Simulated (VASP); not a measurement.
All values below come from PBE GGA, VASP's PBE PAW potentials (set 64) (plane waves; VASP 6.6.1).

Input for VASP

INCAR:
```
! general
SYSTEM =Ni
PREC   =Accurate
ENCUT  =480   ! plane-wave cut-off (eV)
LREAL  =.FALSE.
LASPH  =.TRUE.   ! aspherical one-centre terms

! electronic loop
EDIFF  =1E-7   ! SCF stop (eV)
NELM   =100   ! most electronic steps
ALGO   =Normal   ! blocked Davidson
LMAXMIX=4

! smearing
ISMEAR =1   ! Methfessel-Paxton
SIGMA  =0.1   ! width (eV)

! functional
GGA    =PE

! spin
ISPIN  =2
MAGMOM =0.6

! ions
IBRION =2   ! conjugate gradients
NSW    =40   ! most ionic steps
ISIF   =3   ! ions, shape and volume
EDIFFG =-0.01   ! ionic stop
PSTRESS=100

! output
LWAVE  =.FALSE.
LCHARG =.FALSE.
LORBIT =10
```

File POSCAR:
```
Ni
1.0
  0.0000000000   1.7319574350   1.7319574350
  1.7319574350   0.0000000000   1.7319574350
  1.7319574350   1.7319574350   0.0000000000
Ni
1
Cart
  0.0000000000   0.0000000000   0.0000000000
```

File KPOINTS:
```
Automatic mesh
0
Gamma
16 16 16
0 0 0
```

POTCAR, in this order: Ni (PBE.64 set). Program: vasp_std.

What VASP printed:

### OSZICAR
```
       N       E                     dE             d eps       ncg     rms          rms(c)
DAV:   1     0.206310710742E+02    0.20631E+02   -0.45782E+03  5364   0.136E+03
DAV:   2    -0.611420577390E+01   -0.26745E+02   -0.25565E+02  5295   0.160E+02
DAV:   3    -0.647426065749E+01   -0.36005E+00   -0.35959E+00  6018   0.247E+01
DAV:   4    -0.647759047632E+01   -0.33298E-02   -0.33295E-02  5937   0.208E+00
DAV:   5    -0.647767742953E+01   -0.86953E-04   -0.86953E-04  5954   0.284E-01    0.103E+01
DAV:   6    -0.575641544579E+01    0.72126E+00   -0.15788E+01  5482   0.652E+01    0.557E+00
DAV:   7    -0.547622507303E+01    0.28019E+00   -0.24187E+00  5509   0.242E+01    0.207E+00
DAV:   8    -0.545902381649E+01    0.17201E-01   -0.21522E-02  7336   0.171E+00    0.958E-01
DAV:   9    -0.545685664580E+01    0.21672E-02   -0.14645E-03  7707   0.378E-01    0.254E-01
DAV:  10    -0.545637708909E+01    0.47956E-03   -0.62542E-04  6652   0.210E-01    0.381E-02
DAV:  11    -0.545638275918E+01   -0.56701E-05   -0.15864E-05  6769   0.533E-02    0.293E-02
DAV:  12    -0.545638360288E+01   -0.84370E-06   -0.11725E-06  6392   0.142E-02    0.626E-03
DAV:  13    -0.545638363957E+01   -0.36694E-07   -0.32567E-07  5297   0.703E-03
   1 F= -.48078522E+01 E0= -.48079207E+01  d E =-.480785E+01  mag=     0.5869
```

File OUTCAR:
```
------------------------ aborting loop because EDIFF is reached ----------------------------------------
  FORCE on cell =-STRESS in cart. coord.  units (eV):
  Direction    XX          YY          ZZ          XY          YZ          ZX
  --------------------------------------------------------------------------------------
  Total        0.6396417      0.6396417      0.6396417      0.0000000      0.0000000      0.0000000
  in kB       98.6292531     98.6292531     98.6292531      0.0000000      0.0000000      0.0000000
  external PRESSURE =      -1.3707469 kB  Pullay stress =     100.0000000 kB
  volume of cell :       10.39
      direct lattice vectors                 reciprocal lattice vectors
     0.000000000  1.731957435  1.731957435    -0.288690698  0.288690698  0.288690698
     1.731957435  0.000000000  1.731957435     0.288690698 -0.288690698  0.288690698
     1.731957435  1.731957435  0.000000000     0.288690698  0.288690698 -0.288690698
 POSITION                                       TOTAL-FORCE (eV/Angst)
 -----------------------------------------------------------------------------------
      0.00000      0.00000      0.00000        -0.000000     -0.000000      0.000000
 -----------------------------------------------------------------------------------
    total drift:                                0.000000     -0.000000      0.000000
  FREE ENERGIE OF THE ION-ELECTRON SYSTEM (eV)
  ---------------------------------------------------
  free  energy   TOTEN  =        -5.4563836396 eV

  energy  without entropy=       -5.4565891967  energy(sigma->0) =       -5.45645216
  enthalpy is  TOTEN    =        -4.8078521671 eV   P V=        0.6485314725

 total charge

# of ion       s       p       d       tot
------------------------------------------
    1        0.517   0.540   8.339   9.396

 magnetization (x)

# of ion       s       p       d       tot
------------------------------------------
    1       -0.007  -0.025   0.626   0.594

 reached required accuracy - stopping structural energy minimisation
```
(Selected blocks of OUTCAR.)

The compound is Ni in the fcc structure. It was relaxed first under an external pressure of 10 GPa.
